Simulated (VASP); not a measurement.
The system is GeB2C2.

```
Ge B C
1.0
     2.75413    0.00000    0.00000
    -0.00016    4.67499    0.00000
    -0.05643   -0.35601    5.45877
Ge B C
1 2 2
Direct
  0.97799 0.01937 0.16603
  0.48522 0.17083 0.50433
  0.98420 0.65806 0.46151
  0.98465 0.32808 0.47583
  0.48428 0.83110 0.46443
```

The cell was built by a generator and needn't be a form met in nature.

Base run:

```yaml
Program: VASP 6.6.1
Functional: HSE06
Potentials_or_basis: VASP PAW PBE potentials, release 64 (Ge_d, B, C)
Cutoff: 520 eV
k_mesh: 8 × 4 × 4
Occupations: gaussian, width 0.02 eV
Spin: no spin polarisation
```

Its results: band gap on the k mesh 0.56 eV, indirect (least direct gap 1.73 eV); pressure -2.2 GPa; largest force 0.283 eV/Å.

Problem. The run is repeated on the same cell with these changes: functional from HSE06 to PBE; further incar settings from ALGO = Normal; EDIFF = 1e-05; NBANDS = 22 to ALGO = Fast; EDIFF = 1e-07; NBANDS = 22. What comes out?

Solution. Band gap on the k mesh 0.17 eV, indirect (least direct gap 1.24 eV); pressure 0.1 GPa; largest force 0.033 eV/Å.

Caveats: the PAW data sets were made with another functional, which shifts forces and pressure a little (some runs).

A k mesh can miss the band edges.

Not every run made on this cell is shown here.
